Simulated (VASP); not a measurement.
**SnO2: energy against strain**

SnO2 (rutile, P4_2/mnm, 12.615 Å³/atom and stress up to 0.16 GPa in the relaxed cell, c along z) under a strain ε along c (axis z), the other axes held. PBE in VASP (plane waves, PAW), 600 eV, 8×8×10 Γ-centred mesh, Gaussian smearing 0.05 eV; ions are relaxed, or left where forces stay under 0.02 eV/Å, within the symmetry of each cell. Against the start cell, which lies near the measured one, the relaxed cell differs by 5.6 % in volume and 1.6 % in c; the values below rest on it.

Here s stands for strain and y for E less E0.

| strain (%) | E less E0 (meV/atom) |
|---|---|
| -3.00 | ? |
| -1.50 | 3.85 |
| -1.00 | 1.78 |
| -0.50 | 0.51 |
| 0.00 | 0.00 |
| 0.50 | 0.23 |
| 1.00 | 1.17 |
| 1.50 | 2.79 |

Fit y of the 7 rows that show it with a parabola. Least squares gives y = 0.000 - 0.3343·s + 1.4752·s². Residuals (row less fit): 0.029, -0.030, -0.026, 0.000, 0.028, 0.029, -0.028; standard error 0.035 (degrees of freedom: 4). Twice the quadratic coefficient over the volume, 2 × 1.4752 meV × 10⁴ × 0.1602 / 12.615 Å³, is the elastic constant C33 = 375 ± 4 GPa (± standard error of the fit, which holds the terms cut off).

Predict the withheld y at s = -3.00 from the fit, and compare with the calculation.

y = 0.000 - 0.3343 × (-3.0) + 1.4752 × (-3.0)² = 14.280 meV/atom. The calculation gives 15.04 meV/atom, 0.760 meV/atom above the prediction (5.1 % of the range of y in the table). The row lies outside the fitted rows, so this is an extrapolation. From the scatter of the fitted rows alone, a prediction at this place has a standard error of 0.133 meV/atom, so the miss is 5.7 times that.

A polynomial of degree 3 through the 12 other runs of the series gives 15.04 there, so most of the miss is curvature that the fit leaves out. Rows are the converged runs of the series near zero and its far end; series whose fitted rows scatter by over a few per cent of the range, as at a crossing or softening among them, aren't shown in this form, nor equations of state whose B0' disagrees with the runs' pressures. Most that stay on the fit to the last digits aren't either.
